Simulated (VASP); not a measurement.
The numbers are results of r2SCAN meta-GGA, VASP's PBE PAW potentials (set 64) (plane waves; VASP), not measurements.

VASP ran on this input.

### KPOINTS
```
Automatic mesh
0
Gamma
5 5 4
0 0 0
```

INCAR:
```
ALGO=Normal
EDIFF=1E-6
EDIFFG=-0.02
ENCUT=400
IBRION=2
ISIF=3
ISMEAR=0
LASPH=T
LCHARG=F
LMAXMIX=4
LMIXTAU=T
LREAL=F
LWAVE=F
METAGGA=R2SCAN
NELM=100
NSW=60
PREC=Accurate
SIGMA=0.05
SYSTEM=GeTe2Pb
```

File POSCAR:
```
GeTe2Pb
1
    4.4080090227     0.0000000000     0.0000000000
    0.0000000000     4.4080090227    -0.0000000000
    0.0000000000     0.0000000000     6.1267406550
Ge Te Pb
1 2 1
Direct
  0.0000000000   0.0000000000   0.0000000000
  0.0000000000   0.0000000000   0.5000000000
  0.5000000000   0.5000000000   0.0000000000
  0.5000000000   0.5000000000   0.5000000000
```

POTCAR, in this order: Ge_d Te Pb_d (PBE.64 set). Program: vasp_std.

Output

OSZICAR:
```
       N       E                     dE             d eps       ncg     rms          rms(c)
DAV:   1     0.217357864124E+03    0.21736E+03   -0.17043E+04   992   0.223E+03
DAV:   2    -0.854354647356E+02   -0.30279E+03   -0.29890E+03   880   0.569E+02
DAV:   3    -0.126694479017E+03   -0.41259E+02   -0.40941E+02  1104   0.167E+02
DAV:   4    -0.128304693588E+03   -0.16102E+01   -0.16093E+01  1016   0.376E+01
DAV:   5    -0.128361118384E+03   -0.56425E-01   -0.56420E-01  1240   0.712E+00    0.565E+00
DAV:   6    -0.124312688306E+03    0.40484E+01   -0.17651E+00   992   0.206E+01    0.416E+00
DAV:   7    -0.120526056735E+03    0.37866E+01   -0.13632E+00  1064   0.874E+00    0.152E+00
DAV:   8    -0.121454642523E+03   -0.92859E+00   -0.15129E+00   952   0.646E+00    0.103E+00
DAV:   9    -0.121604242486E+03   -0.14960E+00   -0.11068E-01  1000   0.218E+00    0.785E-01
DAV:  10    -0.121599180304E+03    0.50622E-02   -0.93629E-03  1056   0.547E-01    0.538E-01
DAV:  11    -0.121616191379E+03   -0.17011E-01   -0.16835E-01   944   0.216E+00    0.180E-01
DAV:  12    -0.121632917317E+03   -0.16726E-01   -0.14405E-02   904   0.702E-01    0.176E-01
DAV:  13    -0.121634693337E+03   -0.17760E-02   -0.25257E-03  1056   0.305E-01    0.806E-02
DAV:  14    -0.121634262155E+03    0.43118E-03   -0.50471E-03   992   0.478E-01    0.536E-02
DAV:  15    -0.121635626176E+03   -0.13640E-02   -0.10009E-03   944   0.209E-01    0.160E-02
DAV:  16    -0.121635780804E+03   -0.15463E-03   -0.19309E-04  1128   0.842E-02    0.630E-03
DAV:  17    -0.121635810627E+03   -0.29823E-04   -0.20572E-05   944   0.347E-02    0.809E-03
DAV:  18    -0.121635808322E+03    0.23051E-05   -0.14319E-06   760   0.948E-03    0.533E-03
DAV:  19    -0.121635815607E+03   -0.72851E-05   -0.60130E-06   792   0.183E-02    0.236E-03
DAV:  20    -0.121635814868E+03    0.73959E-06   -0.15786E-06   704   0.901E-03
   1 F= -.12163581E+03 E0= -.12163581E+03  d E =-.121636E+03
       N       E                     dE             d eps       ncg     rms          rms(c)
DAV:   1    -0.122840251024E+03   -0.12044E+01   -0.33798E+01  1032   0.873E+01    0.608E+00
DAV:   2    -0.121942248553E+03    0.89800E+00   -0.18277E+00  1048   0.196E+01    0.297E+00
DAV:   3    -0.121600524807E+03    0.34172E+00   -0.91933E-01  1072   0.122E+01    0.665E-01
DAV:   4    -0.121659109806E+03   -0.58585E-01   -0.19587E-01   904   0.343E+00    0.399E-01
DAV:   5    -0.121673070821E+03   -0.13961E-01   -0.43038E-02  1064   0.144E+00    0.161E-01
DAV:   6    -0.121675203161E+03   -0.21323E-02   -0.61973E-03  1008   0.505E-01    0.950E-02
DAV:   7    -0.121675256619E+03   -0.53457E-04   -0.69533E-04  1064   0.183E-01    0.613E-02
DAV:   8    -0.121675376731E+03   -0.12011E-03   -0.56789E-04  1016   0.196E-01    0.179E-02
DAV:   9    -0.121675418033E+03   -0.41302E-04   -0.23662E-04   976   0.117E-01    0.106E-02
DAV:  10    -0.121675486704E+03   -0.68671E-04   -0.65014E-05   944   0.647E-02    0.609E-03
DAV:  11    -0.121675496651E+03   -0.99466E-05   -0.87542E-06   992   0.274E-02    0.235E-03
DAV:  12    -0.121675498357E+03   -0.17063E-05   -0.24372E-06   776   0.156E-02    0.117E-03
DAV:  13    -0.121675500560E+03   -0.22025E-05   -0.21772E-07   544   0.522E-03    0.682E-04
DAV:  14    -0.121675500570E+03   -0.10410E-07   -0.33096E-08   552   0.217E-03
   2 F= -.12167550E+03 E0= -.12167550E+03  d E =-.396857E-01
       N       E                     dE             d eps       ncg     rms          rms(c)
DAV:   1    -0.121769682498E+03   -0.94182E-01   -0.23796E+00  1016   0.210E+01    0.172E+00
DAV:   2    -0.121699874655E+03    0.69808E-01   -0.14882E-01  1064   0.557E+00    0.806E-01
DAV:   3    -0.121679348546E+03    0.20526E-01   -0.57151E-02  1072   0.315E+00    0.196E-01
DAV:   4    -0.121679270496E+03    0.78051E-04   -0.11429E-02   896   0.845E-01    0.945E-02
DAV:   5    -0.121680832147E+03   -0.15617E-02   -0.46950E-03   912   0.436E-01    0.512E-02
DAV:   6    -0.121681214709E+03   -0.38256E-03   -0.53311E-04   984   0.147E-01    0.310E-02
DAV:   7    -0.121681230668E+03   -0.15960E-04   -0.40997E-05  1040   0.434E-02    0.198E-02
DAV:   8    -0.121681234923E+03   -0.42547E-05   -0.85691E-05  1016   0.714E-02    0.385E-03
DAV:   9    -0.121681253140E+03   -0.18218E-04   -0.36023E-05   920   0.455E-02    0.263E-03
DAV:  10    -0.121681258540E+03   -0.53993E-05   -0.46822E-06   784   0.176E-02    0.189E-03
DAV:  11    -0.121681258812E+03   -0.27246E-06   -0.93956E-07   600   0.915E-03
   3 F= -.12168126E+03 E0= -.12168126E+03  d E =-.454439E-01
```

File OUTCAR:
```
------------------------ aborting loop because EDIFF is reached ----------------------------------------
  FORCE on cell =-STRESS in cart. coord.  units (eV):
  Direction    XX          YY          ZZ          XY          YZ          ZX
  --------------------------------------------------------------------------------------
  Total        0.0513674      0.0513674     -0.0224902      0.0000000      0.0000000      0.0000000
  in kB        0.6630691      0.6630691     -0.2903121      0.0000000      0.0000000      0.0000000
  external PRESSURE =       0.3452753 kB  Pullay stress =       0.0000000 kB
  volume of cell :      124.12
      direct lattice vectors                 reciprocal lattice vectors
     4.442391569  0.000000000  0.000000000     0.225103975  0.000000000  0.000000000
     0.000000000  4.442391569  0.000000000    -0.000000000  0.225103975  0.000000000
     0.000000000 -0.000000000  6.289350315    -0.000000000 -0.000000000  0.158998935
 POSITION                                       TOTAL-FORCE (eV/Angst)
 -----------------------------------------------------------------------------------
      0.00000      0.00000      0.00000         0.000000      0.000000      0.000000
      0.00000     -0.00000      3.14468         0.000000      0.000000      0.000000
      2.22120      2.22120      0.00000         0.000000     -0.000000      0.000000
      2.22120      2.22120      3.14468         0.000000     -0.000000      0.000000
 -----------------------------------------------------------------------------------
    total drift:                                0.000000      0.000000      0.000000
  FREE ENERGIE OF THE ION-ELECTRON SYSTEM (eV)
  ---------------------------------------------------
  free  energy   TOTEN  =      -121.6812588122 eV

  energy  without entropy=     -121.6812588122  energy(sigma->0) =     -121.68125881

 reached required accuracy - stopping structural energy minimisation
```
(Selected blocks of OUTCAR.)

**CONTCAR**
```
GeTe2Pb
   1.00000000000000
     4.4423915685912752    0.0000000000000000    0.0000000000000000
     0.0000000000000000    4.4423915685912752    0.0000000000000000
     0.0000000000000000   -0.0000000000000000    6.2893503152503172
  Ge              Te              Pb
     1     2     1
Direct
     0.0000000000000000    0.0000000000000000    0.0000000000000000
     0.0000000000000000    0.0000000000000000    0.5000000000000000
     0.5000000000000000    0.5000000000000000    0.0000000000000000
     0.5000000000000000    0.5000000000000000    0.5000000000000000
```

Energy and stress use the plane-wave basis of the starting cell.

The structure comes from a computed database's GeTe2Pb entry (P4/mmm); how it stands against other phases isn't given here. This run relaxes it. Symmetry was kept, so distortions that lower it aren't found. The start is the result of an earlier pass.
